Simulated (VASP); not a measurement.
Write the native input for VASP 6.6.1 that does the following.

* Task: single point
* Functional: PBE
* Potentials or basis: VASP PAW PBE potentials, release 64 (Mg, Ge_d, Se)
* Cutoff: 520 eV
* k mesh: 10 × 10 × 14
* Occupations: gaussian, width 0.1 eV
* Spin: no spin polarisation
* Dipole correction: no
* Further INCAR settings: ALGO = Fast; EDIFF = 1e-06; NBANDS = 22

The structure of MgGeSe2 lies in POSCAR:

```
MgGeSe2
1.0
    5.2802885251      0.0000000000      0.0000000000
    0.0000000000      5.2802885251      0.0000000000
    0.0000000000      0.0000000000      3.1411756645
Mg Ge Se
1 1 2
Direct
    0.5000000000      0.5000000000      0.5000000000
    0.0000000000      0.0000000000      0.0000000000
    0.5000000000      0.0000000000      0.0000000000
    0.0000000000      0.5000000000      0.0000000000
```

The cell was built by a generator and needn't be a form met in nature.

One way to write it, as run:

INCAR

```
PREC = Accurate
ENCUT = 520
EDIFF = 1E-6
ISMEAR = 0
SIGMA = 0.1
LREAL = False
LASPH = True
NELM = 100
ALGO = Fast
ISIF = 2
LWAVE = False
LCHARG = False
GGA = PE
NBANDS = 22
```

KPOINTS

```
Automatic mesh
0
Gamma
  10 10 14
```

Potentials or basis: VASP PAW PBE potentials, release 64 (Mg, Ge_d, Se).

Command:

```bash
$ cat potpaw_PBE.64/Mg/POTCAR potpaw_PBE.64/Ge_d/POTCAR potpaw_PBE.64/Se/POTCAR > POTCAR
$ mpirun -np 1 vasp_std > vasp.out
```

Results of the run:

```yaml
Pressure: 0.0 GPa
Band_gap_on_the_k_mesh: none (metal or under the smearing width)
```

It took 3.1 min on 1 thread of Intel(R) Xeon(R) Platinum 8488C (Sapphire Rapids) (shared host), peak memory 0.45 GiB.
